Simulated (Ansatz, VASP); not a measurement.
# Sn: VASP beside Ansatz, part 2 of 2

Wanted: the spread between two codes on one cell, functional and k mesh. The cell is taken from a series of runs on this material, whose earlier steps may have relaxed, scaled, displaced or heated it; both programs get it as it stands.

VASP 6.6.1 and Ansatz 0.2.0.

So far: Set-up; VASP: zone-centre phonons, LDA.

### Step 2. VASP: zone-centre phonons, LDA (continued)

Level of this step: LDA; plane waves and PAW (Sn_d) (VASP).

Numbers of over 12 decimals in the logs are rounded to 6 here.

OUTCAR, selected parts (step 2):

```text
ion  position               nearest neighbor table
   1  0.503  0.503  0.503-   2 2.76   2 2.76   2 2.76   2 2.79
   2  0.747  0.747  0.747-   1 2.76   1 2.76   1 2.76   1 2.79

  LATTYP: Found a trigonal (rhomboedric) cell.
 ALAT       =     4.5895892895
 COS(alpha) =     0.5322330716

 Subroutine GETGRP returns: Found 12 space group operations
 (whereof  6 operations were pure point group operations)

The static configuration has the point symmetry C_3v.
 The point group associated with its full space group is D_3d.

   k-points           NKPTS =   1728   k-points in BZ     NKDIM =   1728   number of bands    NBANDS=     20

   dimension x,y,z NGX =    36 NGY =   36 NGZ =   36
   dimension x,y,z NGXF=    72 NGYF=   72 NGZF=   72

   ENCUT  =  500.0 eV  36.75 Ry    6.06 a.u.   8.37  8.37  8.37*2*pi/ulx,y,z

   NELECT =      28.0000    total number of electrons

 k-points in reciprocal lattice and weights: Points of the shifted mesh
   0.04166667  0.04166667  0.04166667       0.001
   0.04166667  0.04166667  0.12500000       0.001
   0.04166667  0.04166667  0.20833333       0.001
   0.04166667  0.04166667  0.29166667       0.001
   0.04166667  0.04166667  0.37500000       0.001
   0.04166667  0.04166667  0.45833333       0.001
   0.04166667  0.04166667  0.54166667       0.001
   0.04166667  0.04166667  0.62500000       0.001
   0.04166667  0.04166667  0.70833333       0.001
[...]
0.95833333  0.95833333  0.87500000       0.001
   0.95833333  0.95833333  0.95833333       0.001

 average (electrostatic) potential at core
       1-100.9133       2-100.9133

  Total        0.8743555      0.8743555      0.8743555     -0.4301147     -0.4301147     -0.4301147
  in kB       21.5597517     21.5597517     21.5597517    -10.6057156    -10.6057156    -10.6057156
  external PRESSURE =      21.5597517 kB  Pullay stress =       0.0000000 kB

  energy-cutoff  :      500.00
  volume of cell :       64.98
      direct lattice vectors                 reciprocal lattice vectors
     0.105492092  3.244472320  3.244472320    -0.161835542  0.156739258  0.156739258
     3.244472320  0.105492092  3.244472320     0.156739258 -0.161835542  0.156739258
     3.244472320  3.244472320  0.105492092     0.156739258  0.156739258 -0.161835542

 POSITION                                       TOTAL-FORCE (eV/Angst)
 -----------------------------------------------------------------------------------
      3.31582      3.31582      3.31582         0.001063      0.001063      0.001063
      4.92722      4.92722      4.92722        -0.001063     -0.001063     -0.001063
 -----------------------------------------------------------------------------------
    total drift:                                0.000000      0.000000      0.000000

 Eigenvectors and eigenvalues of the dynamical matrix
 ----------------------------------------------------

   1 f  =    5.958556 THz    37.438713 2PiTHz  198.756044 cm-1    24.642598 meV
             X         Y         Z           dx          dy          dz
      3.315823  3.315823  3.315823     0.408248    0.408248    0.408248
      4.927223  4.927223  4.927223    -0.408248   -0.408248   -0.408248

   2 f  =    5.918132 THz    37.184719 2PiTHz  197.407630 cm-1    24.475416 meV
             X         Y         Z           dx          dy          dz
      3.315823  3.315823  3.315823    -0.500000    0.500000    0.000000
      4.927223  4.927223  4.927223     0.500000   -0.500000   -0.000000

   3 f  =    5.918132 THz    37.184719 2PiTHz  197.407630 cm-1    24.475416 meV
             X         Y         Z           dx          dy          dz
      3.315823  3.315823  3.315823     0.288675    0.288675   -0.577350
      4.927223  4.927223  4.927223    -0.288675   -0.288675    0.577350

   4 f  =    0.000000 THz     0.000000 2PiTHz    0.000002 cm-1     0.000000 meV
             X         Y         Z           dx          dy          dz
      3.315823  3.315823  3.315823    -0.677916    0.138897   -0.145390
      4.927223  4.927223  4.927223    -0.677916    0.138897   -0.145390

   5 f  =    0.000000 THz     0.000000 2PiTHz    0.000001 cm-1     0.000000 meV
             X         Y         Z           dx          dy          dz
      3.315823  3.315823  3.315823     0.197261    0.360326   -0.575546
      4.927223  4.927223  4.927223     0.197261    0.360326   -0.575546

   6 f/i=    0.000000 THz     0.000001 2PiTHz    0.000003 cm-1     0.000000 meV
             X         Y         Z           dx          dy          dz
      3.315823  3.315823  3.315823     0.038967    0.592345    0.384199
      4.927223  4.927223  4.927223     0.038967    0.592345    0.384199

 ELASTIC MODULI CONTR FROM IONIC RELAXATION (kBar)
 Direction    XX          YY          ZZ          XY          YZ          ZX
 --------------------------------------------------------------------------------
 XX          -4.7793     -2.0606     -2.0606      7.4360     37.6157      2.2090
 YY          -2.0606     -4.7793     -2.0606      2.2090      7.4360     37.6157
 ZZ          -2.0606     -2.0606     -4.7793     37.6157      2.2090      7.4360
 XY           7.4360      2.2090     37.6157   -352.3740     50.7118     50.7118
 YZ          37.6157      7.4360      2.2090     50.7118   -352.3740     50.7118
 ZX           2.2090     37.6157      7.4360     50.7118     50.7118   -352.3740
 --------------------------------------------------------------------------------
```

### Step 3. Ansatz: zone-centre phonons, LDA

Ansatz runs on its PAW soft_1 files.

The same cell, functional (in two slightly different forms), mesh and smearing now go to Ansatz, which takes its cutoff from its data sets.

File input.yaml:

```yaml
crystal:
  lattice:
    - [0.1054920916, 3.2444723196, 3.2444723196]
    - [3.2444723196, 0.1054920916, 3.2444723196]
    - [3.2444723196, 3.2444723196, 0.1054920916]
  atoms:
    - { symbol: Sn, position: [0.5028212275, 0.5028212275, 0.5028212275] }
    - { symbol: Sn, position: [0.7471787725, 0.7471787725, 0.7471787725] }
kpoints:
  mp_grid: { grid: [12, 12, 12], shift: [0.5, 0.5, 0.5] }
hamiltonian:
  xc: lda
  pseudopotentials: { kind: paw, azcp: { folder: soft_1 }, xc_functional: pbe }
scf:
  occupations: { method: gaussian, width: 0.015 }
output:
  eigenvalues: true
phonons:
  method: dfpt
```

The run is started by

```
$ ansatz run input.yaml --threads 4 --pin off --max-ram 10240MiB --backend cpu --events-out ev --progress --plain --runs-dir out
```

The log of the run:

```text
Engine: ansatz 0.2.0, aarch64-unknown-linux-gnu
Pseudopotentials: kind: paw
Pseudopotential: Sn, paw, valence charge 14, recommended cutoff 420 eV (normal), soft_1/Sn.paw.azcp
Functional definition: SPW92
  exchange = slater_x
  correlation = pw_c
Crystal: 2 atoms, lattice volume = 64.976 Å³
Basis set: ecut = 420 eV, 1279 PW (Γ), exchange–correlation on 64×64×64 points (8 copies of the dense FFT grid, shifted against one another)
Bands: 18, of which v1, the nominal top of the filled ones, is band 14 counted from 1 (13 counted from 0)
Symmetry: 12 space group operations
k-points: 468 of 1728 (irreducible under 2 space group operations, time reversal used)
Non-local potential: Sn, projectors of the file, l = 0: 2, l = 1: 2, l = 2: 2, l = 3: 1
PAW form: soft (Blöchl's): semilocal exchange-correlation on the pseudo side does not see the compensation charge
PAW frozen core: Sn, regenerated for the run's functional, and the local potential with it (the file was generated under x = pbe(κ = 0.804, μ = 0.219515), c = pbe(β = 0.066725))
PAW one-centre angular grid: Sn, 590 points (default); XC on 64 Gauss nodes
Initial density: superposition of atomic densities (chi_scale 0.1, normalization cell)
Initial wavefunctions: pseudopotential atomic-orbital guess
Functional: x = slater, c = lda
SCF iter   1: F=—  HF=-11759.251048 eV  |F-HF|=—  |Δ(HF+E_count)|=         —  Δρ=2.40e-2  dr2=4.16e-1  ethr=3.10e-3  ⟨swp⟩=6.1  Hψ=45940  notcnv=0
preconditioner: auto → none  [insulator: Δε(μ)=0.027 eV  Ē_g=20.125 eV  σ=0.015 eV  W_gap=0.63  n_scr=14 (ndim 8)  ℏωp=24.4 eV  f_vac=0.000  D(μ)=0.27/eV (n_scr^D=0)  ε∞_Penn≈2.5]
SCF iter   2: F=—  HF=-11759.125254 eV  |F-HF|=—  |Δ(HF+E_count)|=   1.26e-1  Δρ=9.90e-3  dr2=6.47e-2  ethr=1.49e-3  ⟨swp⟩=2.0  Hψ=14031  notcnv=0
SCF iter   3: F=—  HF=-11759.110157 eV  |F-HF|=—  |Δ(HF+E_count)|=   1.51e-2  Δρ=1.30e-3  dr2=8.02e-4  ethr=2.31e-4  ⟨swp⟩=2.0  Hψ=12184  notcnv=0
SCF iter   4: F=—  HF=-11759.110220 eV  |F-HF|=—  |Δ(HF+E_count)|=   6.33e-5  Δρ=5.52e-4  dr2=7.85e-5  ethr=2.87e-6  ⟨swp⟩=2.0  Hψ=16847  notcnv=0
SCF iter   5: F=—  HF=-11759.110215 eV  |F-HF|=—  |Δ(HF+E_count)|=   4.83e-6  Δρ=1.05e-4  dr2=3.08e-6  ethr=2.80e-7  ⟨swp⟩=2.5  Hψ=14799  notcnv=0
SCF iter   6: F=—  HF=-11759.110215 eV  |F-HF|=—  |Δ(HF+E_count)|=   2.64e-7  Δρ=1.44e-5  dr2=1.16e-7  ethr=1.10e-8  ⟨swp⟩=2.0  Hψ=14974  notcnv=0
SCF iter   7: F=—  HF=-11759.110215 eV  |F-HF|=—  |Δ(HF+E_count)|=   2.70e-8  Δρ=5.29e-6  dr2=1.08e-8  ethr=4.16e-10  ⟨swp⟩=2.0  Hψ=14976  notcnv=0
SCF iter   8: F=—  HF=-11759.110215 eV  |F-HF|=—  |Δ(HF+E_count)|=   4.74e-9  Δρ=8.88e-7  dr2=2.79e-10  ethr=3.87e-11  ⟨swp⟩=2.0  Hψ=14874  notcnv=0
SCF iter   9: F=—  HF=-11759.110215 eV  |F-HF|=—  |Δ(HF+E_count)|=  1.04e-10  Δρ=1.57e-7  dr2=1.01e-11  ethr=1.00e-12  ⟨swp⟩=4.9  Hψ=41406  notcnv=0
SCF iter  10: F=-11759.110215 eV  HF=-11759.110215 eV  |F-HF|=0.00e0  |Δ(HF+E_count)|=  3.64e-12  Δρ=8.17e-9  dr2=1.79e-14  ethr=1.00e-12  ⟨swp⟩=5.9  Hψ=37393  notcnv=0
SCF 1 converged in 10 iterations: F = -11759.110215 eV  dr2 = 1.79e-14
  greatest PAW one-centre occupation: 0.991 electrons in one spin orbital (limit 2), on the Sn atom at site 1 (counted from 0), in its partial waves of l = 2
DFPT response loops at Γ: preconditioner auto → Kerker (q_TF=auto, 2.371 Å⁻¹) (partly filled bands, converged f_vac=0.068); β = 1.00, the filter's whole step (`scf.mixing.beta` (0.50) is not read by the response loops under this deck's `scf.mixing.preconditioner`; to damp them name `kerker` or `kerker_dos`, under which they read `scf.mixing.beta`, and type it under 1.00, their step now; both keys bind the ground state too); Broyden in place of MSR1
SCF converged after 10 iterations
Free energy (F): -11759.110215 eV
Harris-Foulkes:  -11759.110215 eV  (|F-HF|=0.00e0)
Internal energy: -11759.110187 eV  (E = F + TS)
E sigma→0 (E₀):  -11759.110201 eV
Entropy (-TS):   -0.000027 eV (-0.014 meV/atom)
Fermi energy:    8.276832 eV
--- Per-component energies (eV) ---
  E_band       = -239.027890
  E_kinetic    = 340.495441
  E_local      = -2565.638085  (includes V_loc(G=0)·N_el)
  E_nonlocal   = 299.251389
  E_hartree    = 1251.173643
  E_xc         = -250.644212
  E_vxc        = -163.134893  (∫ρ·V_xc dr)
  E_paw        = -8451.539111  (= ΣΔE_a)
  E_vpaw       = -652.349575  (= ΣTr[D̂ρ^β])
  E_aug_tail   = 0.000548  (compensation charges beyond the density's cutoff)
  E_ewald      = -2383.059583
  E_core_change = 0.849782  (= ΣΔE_core)
  E_smearing   = -0.000027  (= −TS)
  E_closure    = -0.000000  (closes the sum)
  Σ components = -11759.110215   (vs F -11759.110215, Δ=0.00e0)
--- Band table (eV; the first three rows and the last of 468) ---
  k-point 0: bands = [... 10 lower, -2.7848, 7.0957, 8.4210, 8.4225, 8.4225, 10.3076, 10.5256, 10.5256]
  k-point 1: bands = [... 10 lower, -2.6904, 6.3224, 7.7058, 8.3300, 8.9793, 10.6301, 10.6456, 10.9542]
  k-point 2: bands = [... 10 lower, -2.4540, 5.1532, 7.1780, 8.0043, 8.9289, 10.9784, 11.1253, 11.8818]
  k-point 467: bands = [... 10 lower, -1.0075, 1.7008, 6.6143, 7.0429, 8.2441, 11.3363, 11.4883, 13.7150]
--- Phonons (Γ-DFPT): 1 representative perturbation + reference, on 468 of 1728 k-points (Σ response iterations 3) ---
  k mesh reduced under 2 symmetry operations, with k and −k counted as one. Each operation leaves every solved perturbation unchanged. A smaller set is not used because it would not reduce the number of displacements times k-points to solve
  ASR residual: 4.015e-6 → 0.000e0 eV/Å²; symmetrization residual: 1.503e-12 eV/Å²
  ASR residual per site (eV/Å²): 4.01e-6 4.01e-6
  Γ frequencies (cm⁻¹): 0.00 0.00 0.00 197.19 197.19 199.14
  non-analytic LO–TO correction: not included (Born effective charges unavailable; polar crystals: no LO–TO splitting at Γ)
```

In the SCF lines HF is the Harris–Foulkes energy and dr2 the Hartree energy of the density residual, in eV; the loop may stop once dr2 is under the threshold and the program's other checks hold. Hψ counts applications of the Hamiltonian.

### Step 4. Side by side

Known differences besides the potentials themselves: the two LDA forms differ slightly; the cutoff is 420 eV in Ansatz and 500 eV in VASP; VASP's log shows a relativistic correction to its local exchange, Ansatz's none. Total energies have different zeros and are not compared.

The two programs side by side:

```tsv
quantity	Ansatz	VASP	difference
optical mode 1 to 2 (cm⁻¹)	197.2	197.4	-0.11 %
optical mode 3 (cm⁻¹)	199.1	198.8	+0.19 %
```

Modes are paired by rising frequency, not by their patterns, so a pair may set unlike modes beside each other; they are those without the splitting of longitudinal modes.

### Step 5. Outcome

- r.m.s. difference of the optical zone-centre modes, each program's sorted by frequency (zone-centre phonons, LDA): 0.28 cm⁻¹

In words: The r.m.s. difference of the optical zone-centre modes, each program's sorted by frequency is 0.28 cm⁻¹ (zone-centre phonons, LDA). How closely two codes agree says nothing of how well the functional describes the real material.

[Lines on the potential files, build, host, timing and source positions are cut from VASP's logs without a mark.]

[Logs are printed without paths, hosts, clocks, repeated set-up lines and the standing remarks that a program may print on its own settings, such as how far it seeks lower states.]

[Hosts, paths, dates, database ids (printed as entryN), source tags and the programs' standing remarks are cut or masked in the printed files.]
